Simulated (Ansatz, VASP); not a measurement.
# HfSn3S8: VASP beside Ansatz, part 2 of 3

Aim: how closely do two programs agree when they are given the same cell, functional and k mesh? The structure shown is the end of the Ansatz relaxation below.

VASP 6.6.1 and Ansatz 0.2.0.

So far: The starting structure; Ansatz: relaxation, PBEsol.

### Step 3. VASP: single point, PBEsol, pair 1

Level of this step: PBEsol; plane waves and PAW (Hf_pv, Sn_d, S) (VASP).

The same cell, functional, mesh and smearing now go to VASP, with its own data sets.

Lines of VASP's logs that name or quote its potential files are left out, and so is its time.

INCAR reads:

```
SYSTEM = HfSn3S8
PREC = Accurate
ENCUT = 500
EDIFF = 1E-06
NELM = 120
ISMEAR = -1
SIGMA = 0.02
LREAL = .FALSE.
ALGO = Normal
GGA = PS
NBANDS = 62
LASPH = .TRUE.
LORBIT = 11
LWAVE = .FALSE.
LCHARG = .FALSE.
ISIF = 2
GGA_COMPAT = .FALSE.
EFERMI = MIDGAP
KPAR = 2
```

POSCAR reads:

```
HfSn3S8
1.0
    7.2843416681      0.0000000000      0.0000000000
   -3.6421708341      6.3084249344      0.0000000000
    0.0000000000      0.0000000000     17.8984500000
Hf Sn S
1 3 8
Direct
    0.0000000000      0.0000000000      0.5000000000
    0.0000000000      0.5000000000      0.5000000000
    0.5000000000      0.0000000000      0.5000000000
    0.5000000000      0.5000000000      0.5000000000
    0.3308959634      0.1654479849      0.4175960636
    0.1654479849      0.3308959634      0.5824039364
    0.3333333330      0.6666666670      0.4184043421
    0.1654479832      0.8345520168      0.5824039365
    0.8345520168      0.1654479832      0.4175960635
    0.6666666670      0.3333333330      0.5815956579
    0.8345520151      0.6691040366      0.4175960636
    0.6691040366      0.8345520151      0.5824039364
```

KPOINTS reads:

```
Automatic mesh
0
Gamma
5 5 2
0 0 0
```

The projector-augmented-wave data sets are Hf_pv, Sn_d and S (PBE family, release 64).

On the command line:

```sh
> mpirun -np 2 vasp_std
```

Numbers of over 12 decimals in the logs are rounded to 6 here.

What it wrote:

```text
[banner, memory and clock lines left out]
running    2 mpi-ranks, on    1 nodes
 distrk:  each k-point on    1 cores,    2 groups
 distr:  one band on    1 cores,    1 groups

 POSCAR found type information on POSCAR HfSnS
 POSCAR found :  3 types and      12 ions
|                                                                             |
|               ----> ADVICE to this user running VASP <----                  |
|                                                                             |
|     You enforced a specific xc type in the INCAR file but a different       |
|     [... a line on the potential file left out ...]
|     I HOPE YOU KNOW WHAT YOU ARE DOING!                                     |
|                                                                             |

 LDA part: xc-table for (Slater+PW92), standard interpolation
 POSCAR, INCAR and KPOINTS ok, starting setup
 FFT: planning ... GRIDC
 FFT: planning ... GRID_SOFT
 FFT: planning ... GRID
 WAVECAR not read
 entering main loop
       N       E                     dE             d eps       ncg     rms          rms(c)
DAV:   1     0.852530421885E+03    0.85253E+03   -0.41652E+04  1464   0.133E+03
DAV:   2     0.485043653327E+02   -0.80403E+03   -0.78618E+03  1618   0.309E+02
DAV:   3    -0.639091852404E+02   -0.11241E+03   -0.11171E+03  1474   0.136E+02
DAV:   4    -0.692056388673E+02   -0.52965E+01   -0.52595E+01  1552   0.335E+01
DAV:   5    -0.694284373473E+02   -0.22280E+00   -0.22252E+00  1856   0.619E+00    0.530E+01
DAV:   6    -0.663818044682E+02    0.30466E+01   -0.69861E+00  1738   0.138E+01    0.383E+01
DAV:   7    -0.664008749175E+02   -0.19070E-01   -0.47467E+00  1680   0.880E+00    0.658E+00
DAV:   8    -0.661318638688E+02    0.26901E+00   -0.12988E+00  1640   0.583E+00    0.371E+00
DAV:   9    -0.661367664939E+02   -0.49026E-02   -0.11877E-01  1496   0.115E+00    0.113E+00
DAV:  10    -0.661348732859E+02    0.18932E-02   -0.16421E-02  1712   0.617E-01    0.105E+00
DAV:  11    -0.661345151305E+02    0.35816E-03   -0.41126E-03  1600   0.267E-01    0.150E-01
DAV:  12    -0.661345523032E+02   -0.37173E-04   -0.27693E-04  1904   0.719E-02    0.871E-02
DAV:  13    -0.661346031917E+02   -0.50889E-04   -0.11888E-04  1448   0.366E-02    0.511E-02
DAV:  14    -0.661346415667E+02   -0.38375E-04   -0.29482E-05  1568   0.195E-02    0.845E-02
DAV:  15    -0.661346942058E+02   -0.52639E-04   -0.20665E-05  1408   0.136E-02    0.831E-03
DAV:  16    -0.661347878354E+02   -0.93630E-04   -0.24441E-05  1280   0.108E-02    0.107E-02
DAV:  17    -0.661349347850E+02   -0.14695E-03   -0.15881E-05  1200   0.921E-03    0.675E-03
DAV:  18    -0.661349739223E+02   -0.39137E-04   -0.68061E-06  1184   0.469E-03    0.109E-02
DAV:  19    -0.661350222178E+02   -0.48296E-04   -0.82842E-07  1032   0.344E-03    0.261E-03
DAV:  20    -0.661350619460E+02   -0.39728E-04   -0.12713E-06  1056   0.240E-03    0.356E-03
DAV:  21    -0.661350795416E+02   -0.17596E-04   -0.52355E-07  1008   0.178E-03    0.471E-03
DAV:  22    -0.661350846104E+02   -0.50688E-05   -0.10605E-07   912   0.886E-04    0.252E-03
DAV:  23    -0.661350894109E+02   -0.48005E-05   -0.23812E-07   992   0.909E-04    0.392E-04
DAV:  24    -0.661350903953E+02   -0.98441E-06   -0.56704E-08   896   0.591E-04
   1 F= -.66135090E+02 E0= -.66135090E+02  d E =-.662397E-10
```

OUTCAR, selected parts (step 3):

```text
ion  position               nearest neighbor table
   1  0.000  0.000  0.500-   5 2.56  12 2.56  11 2.56   6 2.56   8 2.56   9 2.56   4 3.64   4 3.64
                             3 3.64   3 3.64   2 3.64   2 3.64
   2  0.000  0.500  0.500-   7 2.56  10 2.56   9 2.57   8 2.57   6 2.57  11 2.57   3 3.64   3 3.64
                             4 3.64   4 3.64   1 3.64   1 3.64
   3  0.500  0.000  0.500-   7 2.56  10 2.56   8 2.57   9 2.57   5 2.57  12 2.57   2 3.64   2 3.64
                             1 3.64   1 3.64   4 3.64   4 3.64
   4  0.500  0.500  0.500-   7 2.56  10 2.56   6 2.57  11 2.57   5 2.57  12 2.57   1 3.64   1 3.64
                             2 3.64   2 3.64   3 3.64   3 3.64
   5  0.331  0.165  0.418-   1 2.56   4 2.57   3 2.57
   6  0.165  0.331  0.582-   1 2.56   4 2.57   2 2.57
   7  0.333  0.667  0.418-   2 2.56   3 2.56   4 2.56
   8  0.165  0.835  0.582-   1 2.56   3 2.57   2 2.57
   9  0.835  0.165  0.418-   1 2.56   3 2.57   2 2.57
  10  0.667  0.333  0.582-   2 2.56   3 2.56   4 2.56
  11  0.835  0.669  0.418-   1 2.56   4 2.57   2 2.57
  12  0.669  0.835  0.582-   1 2.56   4 2.57   3 2.57

  LATTYP: Found a hexagonal cell.
 ALAT       =     7.2843416681
 C/A-ratio  =     2.4571129164

 Subroutine GETGRP returns: Found 12 space group operations
 (whereof 12 operations were pure point group operations)

The static configuration has the point symmetry D_3d.

 Found     10 irreducible k-points:

   k-points           NKPTS =     10   k-points in BZ     NKDIM =     10   number of bands    NBANDS=     62

   dimension x,y,z NGX =    54 NGY =   54 NGZ =  140
   dimension x,y,z NGXF=   108 NGYF=  108 NGZF=  280

   ENCUT  =  500.0 eV  36.75 Ry    6.06 a.u.  13.28 13.28 32.63*2*pi/ulx,y,z

   NELECT =     100.0000    total number of electrons

 k-points in reciprocal lattice and weights: Automatic mesh
   0.00000000  0.00000000  0.00000000       0.020
   0.20000000 -0.00000000  0.00000000       0.120
   0.40000000 -0.00000000  0.00000000       0.120
   0.20000000  0.20000000  0.00000000       0.120
   0.40000000  0.20000000  0.00000000       0.120
   0.00000000  0.00000000  0.50000000       0.020
   0.20000000 -0.00000000  0.50000000       0.120
   0.40000000 -0.00000000  0.50000000       0.120
   0.20000000  0.20000000  0.50000000       0.120
   0.40000000  0.20000000  0.50000000       0.120

 average (electrostatic) potential at core
       1 -44.9837       2-109.3285       3-109.3285       4-109.3285       5 -93.2722
       6 -93.2722       7 -93.7454       8 -93.2722       9 -93.2722      10 -93.7454
      11 -93.2722      12 -93.2722

 E-fermi :  -2.7279

 k-point     1 :       0.0000    0.0000    0.0000
  band No.  band energies     occupation
    ...
     46      -3.4466      2.00000
     47      -3.4466      2.00000
     48      -3.3884      2.00000
     49      -3.1946      2.00000
     50      -3.1946      2.00000
     51      -2.2999      0.00000
     52      -2.2999      0.00000
     53      -1.4328      0.00000
     54       0.1434      0.00000
     55       0.3541      0.00000
    ...

 k-point     2 :       0.2000   -0.0000    0.0000
  band No.  band energies     occupation
    ...
     46      -3.6619      2.00000
     47      -3.6204      2.00000
     48      -3.6053      2.00000
     49      -3.4403      2.00000
     50      -3.1915      2.00000
     51      -2.0324      0.00000
     52      -1.7238      0.00000
     53      -1.0106      0.00000
     54       0.2398      0.00000
     55       0.3434      0.00000
    ...

 k-point     3 :       0.4000   -0.0000    0.0000
  band No.  band energies     occupation
    ...
     46      -3.8141      2.00000
     47      -3.6717      2.00000
     48      -3.4556      2.00000
     49      -3.3827      2.00000
     50      -3.2237      2.00000
     51      -1.5748      0.00000
     52      -0.7008      0.00000
     53      -0.5479      0.00000
     54       0.1383      0.00000
     55       0.2051      0.00000
    ...

  Total       -0.3606325     -0.3606325     -0.2384964      0.0000000      0.0000000      0.0000000
  in kB       -0.7025040     -0.7025040     -0.4645857      0.0000000      0.0000000      0.0000000
  external PRESSURE =      -0.6231979 kB  Pullay stress =       0.0000000 kB

  energy-cutoff  :      500.00
  volume of cell :      822.48
      direct lattice vectors                 reciprocal lattice vectors
     7.284341668  0.000000000  0.000000000     0.137280765  0.079259087  0.000000000
    -3.642170834  6.308424934  0.000000000     0.000000000  0.158518174  0.000000000
     0.000000000  0.000000000 17.898450000     0.000000000  0.000000000  0.055870760

 POSITION                                       TOTAL-FORCE (eV/Angst)
 -----------------------------------------------------------------------------------
      0.00000      0.00000      8.94923        -0.000000     -0.000000      0.000000
     -1.82109      3.15421      8.94923        -0.000000     -0.000000      0.000000
      3.64217      0.00000      8.94923        -0.000000     -0.000000      0.000000
      1.82109      3.15421      8.94923        -0.000000     -0.000000      0.000000
      1.80777      1.04372      7.47432        -0.025173     -0.014534      0.014201
      0.00000      2.08743     10.42413         0.000000     -0.029067     -0.014201
     -0.00000      4.20562      7.48879        -0.000000     -0.000000      0.000339
     -1.83440      5.26471     10.42413        -0.025173      0.014534     -0.014201
      5.47657      1.04372      7.47432         0.025173     -0.014534      0.014201
      3.64217      2.10281     10.40966        -0.000000     -0.000000     -0.000339
      3.64217      4.22099      7.47432        -0.000000      0.029067      0.014201
      1.83440      5.26471     10.42413         0.025173      0.014534     -0.014201
 -----------------------------------------------------------------------------------
    total drift:                               -0.000000     -0.000000      0.000000

  FREE ENERGIE OF THE ION-ELECTRON SYSTEM (eV)
  ---------------------------------------------------
  free  energy   TOTEN  =       -66.1350903953 eV

  energy  without entropy=      -66.1350903952  energy(sigma->0) =      -66.13509040

 total charge
# of ion       s       p       d       tot
------------------------------------------
    1        0.334   6.557   1.378   8.269
    2        1.017   1.045  10.155  12.217
    3        1.017   1.045  10.155  12.217
    4        1.017   1.045  10.155  12.217
    5        1.350   2.354   0.000   3.704
    6        1.350   2.354   0.000   3.704
    7        1.361   2.311   0.000   3.672
    8        1.350   2.354   0.000   3.704
    9        1.350   2.354   0.000   3.704
   10        1.361   2.311   0.000   3.672
   11        1.350   2.354   0.000   3.704
   12        1.350   2.354   0.000   3.704
--------------------------------------------------
tot         14.207  28.438  31.843  74.488

[... 3 further parts left out ...]
```

Harder data sets than Hf_pv exist (the GW ones), and pressures, volumes and forces can shift noticeably with them.

### Step 4. Comparison

Known differences besides the potentials themselves: the data sets hold 116 valence electrons in Ansatz (on its PAW soft_1 files) and 100 in VASP; the cutoff is 600 eV in Ansatz and 500 eV in VASP; Ansatz makes its cores anew for this functional, VASP keeps those of its PBE data sets; Ansatz's pressure holds a Pulay correction, VASP's none. Total energies have different zeros and are not compared.

The two programs side by side:

| quantity | Ansatz | VASP | difference |
| --- | --- | --- | --- |
| pressure (GPa) | 0.00 | -0.06 | +0.06 |
| gap on the k mesh (eV) | 0.884 | 0.892 | -0.008 |

At this near-relaxed geometry the largest component of a force difference is 28 meV/Å. A gap on the mesh is an upper bound, since the band edges may lie between its points; neither run holds spin-orbit coupling, which can move the band edges of a compound of Hf. With vacuum in the cell, a pressure given here is an average over mostly empty space and none of the material.

### Step 5. What the set-up changes

Further runs change the set-up of one program: Ansatz's method, potentials or start, or VASP's data sets, cutoff or form of LDA. The table gives Ansatz less VASP for each quantity, since a change that brings one quantity closer may part another.

| run | r.m.s. force difference (meV/Å) | pressure (GPa) | gap on the k mesh (eV) |
| --- | --- | --- | --- |
| as above | 13 | 0.061 | -0.0080 |
| VASP with the data sets Hf, Sn_sv_GW and S and a cutoff of 600 eV | 23 | 0.16 | -0.0045 |

### Step 6. Ansatz: relaxation, PBEsol

This run makes the geometry at which the two programs are then compared.

The structure compared here is the end of the Ansatz relaxation.

input.yaml reads:

```yaml
crystal:
  lattice:
    - [7.243, 0.0, 0.0]
    - [-3.6215, 6.272622, 0.0]
    - [0.0, 0.0, 17.89845]
  atoms:
    - { symbol: Hf, position: [0.0, 0.0, 0.5] }
    - { symbol: Hf, position: [0.0, 0.5, 0.5] }
    - { symbol: Hf, position: [0.5, 0.0, 0.5] }
    - { symbol: Sn, position: [0.5, 0.5, 0.5] }
    - { symbol: S, position: [0.33333333, 0.16666667, 0.4190307] }
    - { symbol: S, position: [0.16666667, 0.33333333, 0.5809693] }
    - { symbol: S, position: [0.33333333, 0.66666667, 0.4190307] }
    - { symbol: S, position: [0.16666667, 0.83333333, 0.5809693] }
    - { symbol: S, position: [0.83333333, 0.16666667, 0.4190307] }
    - { symbol: S, position: [0.66666667, 0.33333333, 0.5809693] }
    - { symbol: S, position: [0.83333333, 0.66666667, 0.4190307] }
    - { symbol: S, position: [0.66666667, 0.83333333, 0.5809693] }
kpoints:
  mp_grid: { grid: [5, 5, 2] }
scf:
  occupations: { method: fermi_dirac, width: 0.02 }
hamiltonian:
  xc: pbesol
  pseudopotentials: { kind: paw, azcp: { folder: soft_1 }, xc_functional: pbe }
basis:
  ecutwfc: 600
output:
  forces: true
  stress: true
relax:
  f_tol: 0.005
  max_steps: 70
  cell: { stress_tol: 0.02, p_target: 0, fix: [c, alpha, beta, gamma] }
```

On the command line:

```sh
> ansatz run input.yaml --threads 4 --pin off --max-ram 10240MiB --backend cpu --events-out ev --progress --plain --runs-dir out
```

What it wrote:

```text
[...]
Crystal: 12 atoms, lattice volume = 813.173 Å³
Basis set: ecut = 600 eV, 27173 PW (Γ), exchange–correlation on 120×120×288 points (8 copies of the dense FFT grid, shifted against one another)
Bands: 84, of which v1, the nominal top of the filled ones, is band 70 counted from 1 (69 counted from 0)
Symmetry: 4 space group operations
k-points: 18 of 50
[...]
- { symbol: S, position: [0.331374, 0.162747, 0.418364] }
    - { symbol: S, position: [0.162747, 0.331374, 0.581636] }
    - { symbol: S, position: [0.331374, 0.668626, 0.418364] }
    - { symbol: S, position: [0.166667, 0.833333, 0.580157] }
    - { symbol: S, position: [0.833333, 0.166667, 0.419843] }
    - { symbol: S, position: [0.668626, 0.331374, 0.581636] }
    - { symbol: S, position: [0.837253, 0.668626, 0.418364] }
    - { symbol: S, position: [0.668626, 0.837253, 0.581636] }
[key lines of the parts left out:]
SCF converged after 10 iterations
Free energy (F): -59840.239640 eV
Fermi energy:    -1.711141 eV
P = ⅓ Tr σ = -0.0001 GPa (-0.001 kbar)
```

(Part 2 of 3 ends here.)

[Lines on the potential files, build, host, timing and source positions are cut from VASP's logs without a mark.]

[Logs are printed without paths, hosts, clocks, repeated set-up lines and the standing remarks that a program may print on its own settings, such as how far it seeks lower states.]

[Hosts, paths, dates, database ids (printed as entryN), source tags and the programs' standing remarks are cut or masked in the printed files.]
